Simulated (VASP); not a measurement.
Level of theory: optB88-vdW, VASP's PBE PAW potentials (set 64) (plane waves; VASP 6.6.1).

The input files of a VASP run:

INCAR:
```
SYSTEM = CdS
PREC = Accurate
ENCUT = 520
EDIFF = 1E-7
NELM = 100
ALGO = Normal
LREAL = .FALSE.
LASPH = .TRUE.
ISMEAR = 0
SIGMA = 0.05
GGA = BO
PARAM1 = 0.1833333333
PARAM2 = 0.22
LUSE_VDW = .TRUE.
AGGAC = 0.0
LMAXMIX = 4
LWAVE = .FALSE.
LCHARG = .FALSE.
LORBIT = 11
ICHARG = 11
```

File POSCAR:
```
CdS
1
    0.0000000000     2.9581390062     2.9581390062
    2.9581390062     0.0000000000     2.9581390062
    2.9581390062     2.9581390062     0.0000000000
Cd S
1 1
Direct
  0.0000000000   0.0000000000   0.0000000000
  0.2500000000   0.2500000000   0.2500000000
```

**KPOINTS**
```
k-points along high-symmetry lines
15
Line-mode
Reciprocal
  0.000000   0.000000   0.000000 ! GAMMA
 -0.500000  -0.500000   0.000000 ! X

 -0.500000  -0.500000   0.000000 ! X
 -0.375000  -0.375000   0.250000 ! U

 -0.375000  -0.000000   0.375000 ! K
  0.000000   0.000000   0.000000 ! GAMMA

  0.000000   0.000000   0.000000 ! GAMMA
  0.000000   0.000000   0.500000 ! L

  0.000000   0.000000   0.500000 ! L
 -0.500000  -0.250000   0.250000 ! W

 -0.500000  -0.250000   0.250000 ! W
 -0.500000  -0.500000   0.000000 ! X
```

POTCAR, in this order: Cd S (PBE.64 set). Program: vasp_std. Read from the step before: CHGCAR.

Output of the run:

OSZICAR:
```
       N       E                     dE             d eps       ncg     rms          rms(c)
DAV:   1     0.112131571957E+03    0.11213E+03   -0.92132E+03  2396   0.125E+03
DAV:   2     0.403338543235E+01   -0.10810E+03   -0.10328E+03  2770   0.294E+02
DAV:   3    -0.555169179881E+00   -0.45886E+01   -0.45757E+01  2690   0.621E+01
DAV:   4    -0.587021020634E+00   -0.31852E-01   -0.31847E-01  2725   0.519E+00
DAV:   5    -0.587466706665E+00   -0.44569E-03   -0.44568E-03  2745   0.589E-01
DAV:   6    -0.587476284936E+00   -0.95783E-05   -0.95783E-05  2770   0.805E-02
DAV:   7    -0.587476533294E+00   -0.24836E-06   -0.24836E-06  2770   0.119E-02
DAV:   8    -0.587476540067E+00   -0.67730E-08   -0.67818E-08  2155   0.190E-03
   1 F= -.58747654E+00 E0= -.58747654E+00  d E =-.834338E-12
```

### OUTCAR
```
 val. band max:        0.7998954284   @ k =   0.0000   0.0000   0.0000

 cond. band min:       1.7248085738   @ k =   0.0000   0.0000   0.0000



 k-point     1 :       0.0000    0.0000    0.0000
  band No.  band energies     occupation
      1     -11.3138      2.00000
      2      -6.8277      2.00000
      3      -6.8277      2.00000
      4      -6.8277      2.00000
      5      -6.4152      2.00000
      6      -6.4152      2.00000
      7       0.7999      2.00000
      8       0.7999      2.00000
      9       0.7999      2.00000
     10       1.7248      0.00000
     11       7.3222      0.00000
     12       7.3222      0.00000
     13       7.3222      0.00000

 k-point     2 :      -0.0357   -0.0357    0.0000
  band No.  band energies     occupation
      1     -11.3073      2.00000
      2      -6.8244      2.00000
      3      -6.8244      2.00000
      4      -6.8243      2.00000
      5      -6.4165      2.00000
      6      -6.4143      2.00000
      7       0.6350      2.00000
      8       0.7733      2.00000
      9       0.7733      2.00000
     10       1.9005      0.00000
     11       7.2521      0.00000
     12       7.3586      0.00000
     13       7.3586      0.00000

 k-point     3 :      -0.0714   -0.0714    0.0000
  band No.  band energies     occupation
      1     -11.2882      2.00000
      2      -6.8147      2.00000
      3      -6.8147      2.00000
      4      -6.8141      2.00000
      5      -6.4202      2.00000
      6      -6.4115      2.00000
      7       0.3056      2.00000
      8       0.6959      2.00000
      9       0.6959      2.00000
     10       2.2605      0.00000
     11       7.0610      0.00000
     12       7.4658      0.00000
     13       7.4658      0.00000

 k-point     4 :      -0.1071   -0.1071    0.0000
  band No.  band energies     occupation
      1     -11.2574      2.00000
      2      -6.7988      2.00000
      3      -6.7988      2.00000
      4      -6.7967      2.00000
...
```

The density is held fixed in this step, so its total energy and stress have no physical meaning.

The compound is CdS in the zinc blende structure, a metastable form; wurtzite is the usual one. It was relaxed first, which changed the volume by +5 %.
